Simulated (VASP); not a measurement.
Data:

```
AuY2
1.0
    0.00000     4.78242     4.78242
    4.78242     0.00000     4.78242
    4.78242     4.78242     0.00000
Y Au
4 2
Cartesian
  1.19561   1.19561   1.19561
  1.19561   3.58682   3.58682
  3.58682   1.19561   3.58682
  3.58682   3.58682   1.19560
  7.17363   7.17363   7.17363
  4.78242   4.78242   4.78242
```

Calculation: PBE GGA, VASP's PBE PAW potentials (set 64) (plane waves; VASP). Run with 300 eV cut-off, 3×3×3 Γ-centred mesh, Gaussian smearing of 0.10 eV, potentials Y_sv Au.

Question: Give the energies of bands 25 to 38 at the high-symmetry points, in eV from the Fermi level.

Answer: 
| band | Γ | X | U | L | W |
|---|---|---|---|---|---|
| 25 | -2.75 | -2.70 | -2.69 | -2.74 | -2.65 |
| 26 | -2.71 | -2.70 | -2.64 | -2.73 | -2.65 |
| 27 | -2.71 | -2.60 | -2.54 | -2.73 | -2.50 |
| 28 | -2.46 | -2.60 | -2.52 | -2.56 | -2.50 |
| 29 | -0.87 | -1.37 | -2.15 | -1.79 | -1.88 |
| 30 | -0.87 | -1.37 | -1.17 | -0.48 | -1.88 |
| 31 | -0.87 | -0.66 | -0.53 | -0.36 | -0.07 |
| 32 | -0.70 | -0.66 | -0.28 | -0.36 | -0.07 |
| 33 | -0.39 | 0.25 | 0.05 | 0.00 | 0.09 |
| 34 | -0.39 | 0.25 | 0.17 | 0.17 | 0.09 |
| 35 | -0.39 | 0.36 | 0.43 | 0.17 | 0.22 |
| 36 | 0.37 | 0.36 | 0.53 | 0.56 | 0.22 |
| 37 | 0.37 | 0.79 | 0.61 | 0.56 | 1.00 |
| 38 | 1.77 | 0.79 | 0.92 | 0.75 | 1.01 |

It has no gap at this level: it comes out as a metal or semimetal.

The structure was generated: Y2Au was put into an ordered model structure, which need not be its known phase. The cell was not relaxed at this level. The k-mesh is coarse (spacing up to 0.38 per Å, 2π included), so the numbers may not be converged in it.
